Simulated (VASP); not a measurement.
HWCl6:

```
H W Cl
1.0
     3.10000    1.78979    5.66667
    -3.10000    1.78979    5.66667
     0.00000   -3.57957    5.66667
H W Cl
1 1 6
Direct
  0.50000 0.50000 0.50000
  0.00000 0.00000 0.00000
  0.08000 0.76500 0.39500
  0.76500 0.39500 0.08000
  0.23500 0.60500 0.92000
  0.60500 0.92000 0.23500
  0.39500 0.08000 0.76500
  0.92000 0.23500 0.60500
```

The cell was built by a generator and needn't be a form met in nature.

| Item | Value |
| --- | --- |
| Program | VASP 6.6.1 |
| Task | relaxation of cell and atoms |
| Functional | PBE |
| Potentials or basis | VASP PAW PBE potentials, release 64 (H, W_sv, Cl) |
| Cutoff | 520 eV |
| k mesh | 3 × 3 × 3 |
| Occupations | gaussian, width 0.15 eV |
| Spin | no spin polarisation |

At the start: pressure -4.0 GPa; volume 23.58 Å³/atom.

Question: How do energy, volume and symmetry change on relaxing?

Answer: Over 17 steps the energy falls by 26.9 meV/atom and the volume is 22.94 Å³/atom (-2.7 %); space group R-3 (No. 148, to 0.05 Å).

The path:
```csv
step,energy change (eV),largest force (eV/Å),pressure (GPa),volume (Å³)
1,0.0000,0.9373,-3.96,188.64
2,-0.0296,0.9744,4.70,173.16
3,-0.1822,0.1438,0.09,180.19
4,-0.1822,0.1359,-0.05,180.02
5,-0.1449,0.4571,2.27,176.57
6,-0.1820,0.1375,0.30,179.85
7,-0.1873,0.0963,0.43,180.15
8,-0.1951,0.0893,0.28,181.00
9,-0.1811,0.2130,0.26,182.70
10,-0.1953,0.0813,0.26,181.39
11,-0.2004,0.0701,0.03,182.39
12,-0.2018,0.2228,-0.94,184.95
13,-0.2031,0.1804,-0.76,184.11
14,-0.2019,0.1035,-0.28,182.86
15,-0.2031,0.1313,-0.41,183.54
16,-0.2078,0.0854,-0.42,183.54
17,-0.2154,0.0669,0.10,183.53
```

Final structure:
```yaml
crystal:
  lattice:
    - [3.09266, 1.78555, 5.53935]
    - [-3.09266, 1.78555, 5.53935]
    - [0.00000, -3.57109, 5.53935]
  atoms:
    - { symbol: H, position: [0.50000, 0.50000, 0.50000] }
    - { symbol: W, position: [0.00000, 0.00000, 0.00000] }
    - { symbol: Cl, position: [0.09001, 0.76999, 0.38178] }
    - { symbol: Cl, position: [0.76999, 0.38178, 0.09001] }
    - { symbol: Cl, position: [0.23001, 0.61822, 0.90999] }
    - { symbol: Cl, position: [0.61822, 0.90999, 0.23001] }
    - { symbol: Cl, position: [0.38178, 0.09001, 0.76999] }
    - { symbol: Cl, position: [0.90999, 0.23001, 0.61822] }
```

Caveat: the k mesh is coarse (spacing up to 0.41 Å⁻¹), so the values aren't converged; an odd number of electrons without spin polarisation forces a metal; a magnetic or distorted state may lie lower; the relaxation stopped at a loose force limit of 0.08 eV/Å, so its end isn't a converged minimum.
